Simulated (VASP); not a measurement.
The system is Si3N4.

```
Si N
1.0
     7.60000    0.00000    0.00000
    -3.80000    6.58179    0.00000
     0.00000    0.00000    2.91000
Si N
6 8
Direct
  0.17330 0.76940 0.25000
  0.23060 0.40390 0.25000
  0.59610 0.82670 0.25000
  0.82670 0.23060 0.75000
  0.76940 0.59610 0.75000
  0.40390 0.17330 0.75000
  0.33333 0.66667 0.25000
  0.66667 0.33333 0.75000
  0.32990 0.03230 0.25000
  0.96770 0.29760 0.25000
  0.70240 0.67010 0.25000
  0.67010 0.96770 0.75000
  0.03230 0.70240 0.75000
  0.29760 0.32990 0.75000
```

The cell was built by a generator and isn't the measured one.

```yaml
Program: VASP 6.6.1
Task: relaxation of cell and atoms
Functional: r2SCAN
Potentials_or_basis: VASP PAW PBE potentials, release 64 (Si, N)
Cutoff: 600 eV
k_mesh: 3 × 3 × 8
Occupations: gaussian, width 0.05 eV
Spin: no spin polarisation
```

At the start: pressure -0.0 GPa; volume 10.40 Å³/atom.

Problem. Where does the relaxation end?

Solution. Over 8 steps the energy falls by 3.1 meV/atom; space group P6_3/m (No. 176, to 0.05 Å).

Step by step:
```csv
step,energy change (eV),largest force (eV/Å),pressure (GPa),volume (Å³)
1,0.0000,0.7652,-0.02,145.56
2,0.1384,1.4803,0.36,145.53
3,-0.0375,0.0805,-0.07,145.55
4,-0.0417,0.0810,0.16,145.46
5,-0.0417,0.0799,0.15,145.47
6,-0.0428,0.0331,-0.11,145.62
7,-0.0428,0.0291,-0.07,145.59
8,-0.0431,0.0066,0.02,145.54
```

Final structure:
```xyz
14
Lattice="7.6057 0.0000 0.0000 -3.8028 6.5867 0.0000 0.0000 0.0000 2.9051" Properties=species:S:1:pos:R:3 pbc="T T T"
Si   -1.5915    5.0682    0.7263
Si    0.2094    2.6744    0.7263
Si    1.3821    5.4309    0.7263
Si    5.3943    1.5186    2.1789
Si    3.5934    3.9123    2.1789
Si    2.4208    1.1558    2.1789
N     0.0000    4.3911    0.7263
N     3.8028    2.1956    2.1789
N     2.3930    0.2060    0.7263
N     6.2308    1.9694    0.7263
N     2.7847    4.4113    0.7263
N     1.4099    6.3807    2.1789
N    -2.4280    4.6173    2.1789
N     1.0181    2.1754    2.1789
```

Caveat: the PAW data sets were made with another functional, which shifts forces and pressure a little.
